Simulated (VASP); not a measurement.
Data:

```
InAs
1.0
    0.00000     3.14102     3.14102
    3.14102     0.00000     3.14102
    3.14102     3.14102     0.00000
In As
1 1
Direct
  0.00000   0.00000   0.00000
  0.25000   0.25000   0.25000
```

All values below come from TPSS meta-GGA, VASP's PBE PAW potentials (set 64) (plane waves; VASP). Numerical set-up: 520 eV cut-off, 10×10×10 Γ-centred mesh, first-order Methfessel-Paxton smearing of 0.10 eV, potentials In_d As.

Q: Give the stress tensor in GPa (positive for a compressed cell).

A: 
```
-2.62   0.00   0.00
 0.00  -2.62   0.00
 0.00   0.00  -2.62
```
The pressure is its mean diagonal, -2.62 GPa.

The compound is InAs in the zinc blende structure. This cell is one point of a volume scan, at 1.06 of the reference volume.
